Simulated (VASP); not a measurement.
# CaScC3 (Pm-3m) in VASP: reference runs

Aim: a first look at CaScC3 with PBE, on the cell as given.

Everything below comes from runs of VASP 6.6.1. Logs are shortened: lines on timing, memory, paths and dates and some standing lists are left out, and cuts for length are marked.

## (1) The structure

The structure is cubic, space group Pm-3m (No. 221). Conventional cell: a = 4.251 Å, b = 4.251 Å, c = 4.251 Å, α = 90.00°, β = 90.00°, γ = 90.00°. Around Ca (site symmetry m-3m) lie 12 C at 3.01 Å. Around Sc (site symmetry m-3m) lie 6 C at 2.13 Å. C (site symmetry 4/mmm) has 2 Sc at 2.13 Å as nearest neighbours.

The cell was built by a generator and needn't be a form met in nature.

## (2) Single point, PBE

File INCAR:

```
PREC = Accurate ; ENCUT = 520
EDIFF = 1E-7 ; ISMEAR = -1
SIGMA = 0.05 ; LREAL = False
LASPH = True ; NELM = 100
ALGO = Normal ; ISIF = 2
LWAVE = False ; LCHARG = False
GGA = PE ; NBANDS = 24
```

File KPOINTS:

```
regular mesh
0
Gamma
  6 6 6
```

File POSCAR:

```
CaScC3
1.0
    4.2507900000      0.0000000000      0.0000000000
    0.0000000000      4.2507900000      0.0000000000
    0.0000000000      0.0000000000      4.2507900000
Ca Sc C
1 1 3
Direct
    0.5000000000      0.5000000000      0.5000000000
    0.0000000000      0.0000000000      0.0000000000
    0.5000000000      0.0000000000      0.0000000000
    0.0000000000      0.5000000000      0.0000000000
    0.0000000000      0.0000000000      0.5000000000
```

Potentials or basis: VASP PAW PBE potentials, release 64 (Ca_sv, Sc_sv, C).

Started as:

```bash
$ cat potpaw_PBE.64/Ca_sv/POTCAR potpaw_PBE.64/Sc_sv/POTCAR potpaw_PBE.64/C/POTCAR > POTCAR
$ mpirun -np 1 vasp_std > vasp.out
```

OUTCAR:

```text
PREC = Accurate
   ENCUT = 520
   EDIFF = 1E-7
   ISMEAR = -1
   LREAL = False
   LASPH = True
   NELM = 100
   ISIF = 2
   GGA = PE

 ion  position               nearest neighbor table
   1  0.500  0.500  0.500-
   2  0.000  0.000  0.000-   3 2.13   4 2.13   5 2.13   5 2.13   4 2.13   3 2.13
   3  0.500  0.000  0.000-   2 2.13   2 2.13
   4  0.000  0.500  0.000-   2 2.13   2 2.13
   5  0.000  0.000  0.500-   2 2.13   2 2.13

  LATTYP: Found a simple cubic cell.
 ALAT       =     4.2507900000

  Lattice vectors:

 A1 = (   4.2507900000,   0.0000000000,   0.0000000000)
 A2 = (   0.0000000000,   4.2507900000,   0.0000000000)
 A3 = (   0.0000000000,   0.0000000000,   4.2507900000)

Analysis of symmetry for initial positions (statically):
=====================================================================
 Subroutine PRICEL returns:
 Original cell was already a primitive cell.

 Routine SETGRP: Setting up the symmetry group for a
 simple cubic supercell.

 Subroutine GETGRP returns: Found 48 space group operations
 (whereof 48 operations were pure point group operations)
 out of a pool of 48 trial point group operations.

The static configuration has the point symmetry O_h .

Analysis of symmetry for dynamics (positions and initial velocities):
=====================================================================
 Subroutine PRICEL returns:
 Original cell was already a primitive cell.

 Routine SETGRP: Setting up the symmetry group for a
 simple cubic supercell.

 Subroutine GETGRP returns: Found 48 space group operations
 (whereof 48 operations were pure point group operations)
 out of a pool of 48 trial point group operations.

The dynamic configuration has the point symmetry O_h .

 Subroutine INISYM returns: Found 48 space group operations
 (whereof 48 operations are pure point group operations),
 and found     1 'primitive' translations

----------------------------------------------------------------------------------------

                                     Primitive cell

  volume of cell :      76.8084

  direct lattice vectors                    reciprocal lattice vectors
     4.250790000  0.000000000  0.000000000     0.235250389  0.000000000  0.000000000
     0.000000000  4.250790000  0.000000000     0.000000000  0.235250389  0.000000000
     0.000000000  0.000000000  4.250790000     0.000000000  0.000000000  0.235250389

  length of vectors
     4.250790000  4.250790000  4.250790000     0.235250389  0.235250389  0.235250389

  position of ions in fractional coordinates (direct lattice)
     0.500000000  0.500000000  0.500000000
     0.000000000  0.000000000  0.000000000
     0.500000000  0.000000000  0.000000000
     0.000000000  0.500000000  0.000000000
     0.000000000  0.000000000  0.500000000

  ion indices of the primitive-cell ions
   primitive index   ion index
                 1           1
                 2           2
                 3           3
                 4           4
                 5           5

----------------------------------------------------------------------------------------

 KPOINTS: regular mesh

Automatic generation of k-mesh.
 Grid dimensions read from file:
 generate k-points for:    6    6    6

 Generating k-lattice:

  Cartesian coordinates                     Fractional coordinates (reciprocal lattice)
     0.039208398  0.000000000  0.000000000     0.166666667  0.000000000  0.000000000
     0.000000000  0.039208398  0.000000000     0.000000000  0.166666667  0.000000000
     0.000000000  0.000000000  0.039208398     0.000000000  0.000000000  0.166666667

  Length of vectors
     0.039208398  0.039208398  0.039208398

  Shift w.r.t. Gamma in fractional coordinates (k-lattice)
     0.000000000  0.000000000  0.000000000

 Subroutine IBZKPT returns following result:
 ===========================================

 Found     20 irreducible k-points:

 Following reciprocal coordinates:
            Coordinates               Weight
  0.000000  0.000000  0.000000      1.000000
  0.166667  0.000000  0.000000      6.000000
  0.333333  0.000000  0.000000      6.000000
  0.500000  0.000000  0.000000      3.000000
  0.166667  0.166667  0.000000     12.000000
  0.333333  0.166667  0.000000     24.000000
[... 12 lines left out ...]
  0.500000  0.500000  0.333333      6.000000
  0.500000  0.500000  0.500000      1.000000
   k-points           NKPTS =     20   k-points in BZ     NKDIM =     20   number of bands    NBANDS=     24
   number of dos      NEDOS =    301   number of ions     NIONS =      5
   total plane-waves  NPLWV =  32768
   dimension x,y,z NGX =    32 NGY =   32 NGZ =   32
   dimension x,y,z NGXF=    64 NGYF=   64 NGZF=   64
   ions per type =               1   1   3
   NGX,Y,Z   is equivalent  to a cutoff of  12.52, 12.52, 12.52 a.u.
   NGXF,Y,Z  is equivalent  to a cutoff of  25.03, 25.03, 25.03 a.u.
 SYSTEM =  unknown system
   PREC   = accura    normal or accurate (medium, high low for compatibility)
   ISTART =      0    job   : 0-new  1-cont  2-samecut
   ICHARG =      2    charge: 1-file 2-atom 10-const
   ISPIN  =      1    spin polarized calculation?
   LNONCOLLINEAR =      F non collinear calculations
   LSORBIT =      F    spin-orbit coupling
   LASPH  =      T    aspherical Exc in radial PAW
   ENCUT  =  520.0 eV  38.22 Ry    6.18 a.u.   7.90  7.90  7.90*2*pi/ulx,y,z
   NELM   =    100;   NELMIN=  2; NELMDL= -5     # of ELM steps
   EDIFF  = 0.1E-06   stopping-criterion for ELM
   LREAL  =      F    real-space projection
   EDIFFG = 0.1E-05   stopping-criterion for IOM
   NSW    =      0    number of steps for IOM
   IBRION =     -1    ionic relax: 0-MD 1-quasi-New 2-CG
   NFREE  =      0    steps in history (QN), initial steepest desc. (CG)
   ISIF   =      2    stress and relaxation
   ISYM   =      2    0-nonsym 1-usesym 2-fastsym
   POTIM  = 0.5000    time-step for ionic-motion
   TEBEG  =    0.0;   TEEND  =   0.0 temperature during run
   PSTRESS=    0.0 pullay stress
   NELECT =      33.0000    total number of electrons
   NUPDOWN=      -1.0000    fix difference up-down
   EMIN   =  10.00;   EMAX   =-10.00  energy-range for DOS
   EFERMI =   0.00;   METHOD = LEGACY
   ISMEAR =    -1;   SIGMA  =   0.05  broadening in eV -4-tet -1-fermi 0-gaus
   EFERMI_NEDOS =   21; number of points for ismear=-14 and -15
   IALGO  =     38    algorithm
   IMIX   =      4    mixing-type and parameters
     AMIX     =   0.40;   BMIX     =  1.00
     AMIX_MAG =   1.60;   BMIX_MAG =  1.00
  volume/ion in A,a.u.               =      15.36       103.67
  Fermi-wavevector in a.u.,A,eV,Ry     =   1.235312  2.334400 20.762417  1.525995
  Thomas-Fermi vector in A             =   2.369966
   LORBIT       =      0    0 simple, 1 ext, 2 COOP (PROOUT), +10 PAW based schemes
   GGA     = PE    functional components
   LHFCALC =     F    Hartree Fock is set to
   AEXX    =    0.0000 exact exchange contribution
   IVDW    =     0    specifies the selected vdW correction
   LEPSILON=     F    determine dielectric tensor
   LRPA    =     F    only Hartree local field effects (RPA)
 non-spin polarized calculation
  energy-cutoff  :      520.00
  volume of cell :       76.81
 maximum number of plane-waves:      2103
 NGX is ok and might be reduce to    32
   NGX = 15   NGY = 15   NGZ = 15

 number of electron      33.0000002 magnetization

 Free energy of the ion-electron system (eV)
  ---------------------------------------------------
  ext. energy  EPLUGINS =         0.00000000
  ---------------------------------------------------
  free energy    TOTEN  =       -28.47079491 eV

  energy without entropy =      -28.44295061  energy(sigma->0) =      -28.45687276

 E-fermi :   2.7985     XC(G=0): -10.1138

 val. band max:        2.7859904087   @ k =   0.3333   0.0000   0.0000
 cond. band min:       2.8170668719   @ k =   0.5000   0.5000   0.1667
 fundamental gap:      0.0310764632
 Fermi energy:         2.7984747355

 k-point     1 :       0.0000    0.0000    0.0000
  band No.  band energies     occupation
      1     -43.6330      2.00000
      2     -37.3411      2.00000
      3     -22.5030      2.00000
      4     -22.5030      2.00000
      5     -22.5030      2.00000
      6     -18.3180      2.00000
[... 16 lines left out ...]
     23       6.1994      0.00000
     24       6.7531      0.00000

 k-point     2 :       0.1667    0.0000    0.0000
  band No.  band energies     occupation
      1     -43.6328      2.00000
      2     -37.3407      2.00000
      3     -22.5125      2.00000
      4     -22.5020      2.00000
      5     -22.5020      2.00000
      6     -18.3290      2.00000
[... 16 lines left out ...]
     23       7.0115      0.00000
     24       7.0240      0.00000

 k-point     3 :       0.3333    0.0000    0.0000
  band No.  band energies     occupation
      1     -43.6325      2.00000
      2     -37.3400      2.00000
      3     -22.5315      2.00000
      4     -22.5001      2.00000
      5     -22.5001      2.00000
      6     -18.3510      2.00000
[... 16 lines left out ...]
     23       8.0216      0.00000
     24       8.2058      0.00000
[... 406 lines left out ...]
 k-point    19 :       0.5000    0.5000    0.3333
  band No.  band energies     occupation
      1     -43.6314      2.00000
      2     -37.3368      2.00000
      3     -22.5346      2.00000
      4     -22.5346      2.00000
      5     -22.5239      2.00000
      6     -18.3483      2.00000
[... 16 lines left out ...]
     23       8.3759      0.00000
     24       8.3770      0.00000

 k-point    20 :       0.5000    0.5000    0.5000
  band No.  band energies     occupation
      1     -43.6312      2.00000
      2     -37.3365      2.00000
      3     -22.5333      2.00000
      4     -22.5333      2.00000
      5     -22.5333      2.00000
      6     -18.3475      2.00000
[... 16 lines left out ...]
     23       8.0669      0.00000
     24       8.1330      0.00000

------------------------ aborting loop because EDIFF is reached ----------------------------------------

  FORCE on cell =-STRESS in cart. coord.  units (eV):
  Direction    XX          YY          ZZ          XY          YZ          ZX
  --------------------------------------------------------------------------------------
  -------------------------------------------------------------------------------------
  Total        0.0814419      0.0814419      0.0814419     -0.0000000      0.0000000      0.0000000
  in kB        1.6988285      1.6988285      1.6988285     -0.0000000      0.0000000      0.0000000
  external PRESSURE =       1.6988285 kB  Pullay stress =       0.0000000 kB

 VOLUME and BASIS-vectors are now :
 -----------------------------------------------------------------------------
  energy-cutoff  :      520.00
  volume of cell :       76.81
      direct lattice vectors                 reciprocal lattice vectors
     4.250790000  0.000000000  0.000000000     0.235250389  0.000000000  0.000000000
     0.000000000  4.250790000  0.000000000     0.000000000  0.235250389  0.000000000
     0.000000000  0.000000000  4.250790000     0.000000000  0.000000000  0.235250389

 POSITION                                       TOTAL-FORCE (eV/Angst)
 -----------------------------------------------------------------------------------
      2.12540      2.12540      2.12540         0.000000      0.000000      0.000000
      0.00000      0.00000      0.00000         0.000000      0.000000      0.000000
      2.12540      0.00000      0.00000         0.000000      0.000000      0.000000
      0.00000      2.12540      0.00000         0.000000      0.000000      0.000000
      0.00000      0.00000      2.12540         0.000000      0.000000      0.000000
 -----------------------------------------------------------------------------------
    total drift:                                0.000000      0.000000     -0.000000

  FREE ENERGIE OF THE ION-ELECTRON SYSTEM (eV)
  ---------------------------------------------------
  free  energy   TOTEN  =       -28.4707949145 eV

  energy  without entropy=      -28.4429506104  energy(sigma->0) =      -28.45687276
```

It took 17 s on 1 thread of Intel Xeon 6975P-C (Granite Rapids), shared host; peak memory 0.19 GiB.

Results:

| Property | Result |
| --- | --- |
| Free energy | -28.4708 eV |
| Pressure | 0.2 GPa |
| Band gap on the k mesh | none (metal or under the smearing width) |
